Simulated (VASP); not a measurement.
```
CELL_PARAMETERS angstrom
      0.00000     2.85120     2.85120
      2.85120     0.00000     2.85120
      2.85120     2.85120     0.00000
ATOMIC_POSITIONS crystal
  V  0.00000 0.00000 0.00000
  Si 0.50000 0.50000 0.50000
```
Starting moments (μB, in the order of the record's atoms V Si): 2.0 0.0.

Computed with r2SCAN meta-GGA, VASP's PBE PAW potentials (set 64) (plane waves; VASP 6.6.1). Settings: 400 eV cut-off, 10×10×10 Γ-centred mesh, first-order Methfessel-Paxton smearing of 0.10 eV, potentials V_sv Si.

Energy and stress use the plane-wave basis of the starting cell.

The ions, cell shape and volume are relaxed. Which structure does the run end with?

```
CELL_PARAMETERS angstrom
      0.00000     2.43592     2.43592
      2.43592     0.00000     2.43592
      2.43592     2.43592     0.00000
ATOMIC_POSITIONS crystal
  V  0.00000 0.00000 0.00000
  Si 0.50000 0.50000 0.50000
```
Space group Fm-3m (225), at a tolerance of 0.03 Å. The cell ends with 0.00 μB, on the sites 0.00 0.00 μB.

How do energy and volume change from the first to the last step?

The energy (σ→0) changes by -919.3 meV/atom and the volume by -37.6 %, in 3 ionic steps.

The structure was generated: VSi was put into the rock salt type (Fm-3m), which need not be its known phase. This run relaxes it. Symmetry was kept, so distortions that lower it aren't found.
